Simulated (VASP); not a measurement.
A run of VASP 6.6.1 is set up as follows.

Contents of INCAR:

```
SYSTEM = Na2LiTiF6
  PREC = Accurate
  ENCUT = 520
  EDIFF = 1E-6
  ISMEAR = 1
  SIGMA = 0.1
  LREAL = .False.
  LASPH = .True.
  NELM = 100
  ALGO = Normal
  ISIF = 2
  LWAVE = .False.
  LCHARG = .False.
  GGA = CA
  NBANDS = 46
```

File KPOINTS:

```
regular mesh
0
Gamma
  4 4 4
  0 0 0
```

The input POSCAR:

```
Na2LiTiF6
1.0
    0.0000000000      3.9704810000      3.9704810000
    3.9704810000      0.0000000000      3.9704810000
    3.9704810000      3.9704810000      0.0000000000
Na Li Ti F
2 1 1 6
Direct
    0.2500000000      0.2500000000      0.2500000000
    0.7500000000      0.7500000000      0.7500000000
    0.5000000000      0.5000000000      0.5000000000
    0.0000000000      0.0000000000      0.0000000000
    0.2482350000      0.2482350000      0.7517650000
    0.2482350000      0.7517650000      0.7517650000
    0.7517650000      0.7517650000      0.2482350000
    0.2482350000      0.7517650000      0.2482350000
    0.7517650000      0.2482350000      0.7517650000
    0.7517650000      0.2482350000      0.2482350000
```

Potentials or basis: VASP PAW LDA potentials, release 64 (Na_pv, Li_sv, Ti_sv, F).

Launch:

```bash
$ cat potpaw_LDA.64/Na_pv/POTCAR potpaw_LDA.64/Li_sv/POTCAR potpaw_LDA.64/Ti_sv/POTCAR potpaw_LDA.64/F/POTCAR > POTCAR
$ mpirun -np 1 vasp_std > vasp.out
```

Task: What does it give for the band gap on the k mesh?

Result: None (metal or under the smearing width).

Task: What does it give for the largest force?

Result: 0.326 eV/Å.

Forces on the atoms (eV/Å):
```
Na   0.000  0.000  0.000
Na   0.000  0.000  0.000
Li   0.000  0.000  0.000
Ti   0.000  0.000  0.000
F    0.000  0.000 -0.326
F    0.326  0.000  0.000
F    0.000  0.000  0.326
F    0.000 -0.326  0.000
F    0.000  0.326  0.000
F   -0.326  0.000  0.000
```

Caveat: an odd number of electrons without spin polarisation forces a metal; a magnetic or distorted state may lie lower; semilocal functionals often make such compounds metallic where correlation or magnetic order opens a gap, which also shifts bond lengths.
